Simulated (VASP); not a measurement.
Data:

```
CELL_PARAMETERS angstrom
      0.00000     2.87856     2.87856
      2.87856     0.00000     2.87856
      2.87856     2.87856     0.00000
ATOMIC_POSITIONS crystal
  Se 0.00000 0.00000 0.00000
  Sn 0.50000 0.50000 0.50000
```

Level of theory: r2SCAN meta-GGA, VASP's PBE PAW potentials (set 64) (plane waves; VASP 6.6.1). Numerical set-up: 400 eV cut-off, 7×7×7 Γ-centred mesh, Gaussian smearing of 0.050 eV, potentials Se Sn_d.

Energy and stress use the plane-wave basis of the starting cell.

Task: The ions, cell shape and volume are relaxed. Predict the relaxed structure.

Result: 
```
CELL_PARAMETERS angstrom
      0.00000     3.00510     3.00510
      3.00510     0.00000     3.00510
      3.00510     3.00510     0.00000
ATOMIC_POSITIONS crystal
  Se 0.00000 0.00000 0.00000
  Sn 0.50000 0.50000 0.50000
```
Space group Fm-3m (225), at a tolerance of 0.03 Å.

Task: How do energy and volume change from the first to the last step?

Result: The energy (σ→0) changes by -85.1 meV/atom and the volume by +13.8 %, in 3 ionic steps.

The structure was generated: SnSe was put into the rocksalt type (Fm-3m), which need not be its known phase. This run relaxes it. Symmetry was kept, so distortions that lower it aren't found.
